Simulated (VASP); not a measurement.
Take AlP (zinc blende), without spin-orbit terms, in VASP with PAW potentials, and its band gap. The mesh is coarse and the basis finite, so the quasiparticle values are not converged.

Problem. One run gives 1.75 eV. Which level is it?
A) rev-vdW-DF2 (own cell)
B) PBE-D3(BJ) (own cell)
C) G0W0@PBE (starting cell)
D) RPBE (own cell)

Solution. D, RPBE (own cell).  The others give 1.57 (PBE-D3(BJ) (own cell)), 2.37 (G0W0@PBE (starting cell)), 1.60 (rev-vdW-DF2 (own cell)).

Only levels that ran to the end are used. Left out are those held back, those with too coarse a band path, GW runs whose mesh misses a band edge, hybrids' fits of cells that aren't cubic and levels without matching references; a question may draw on a part of the rest.

The compound is AlP in the zinc blende structure.
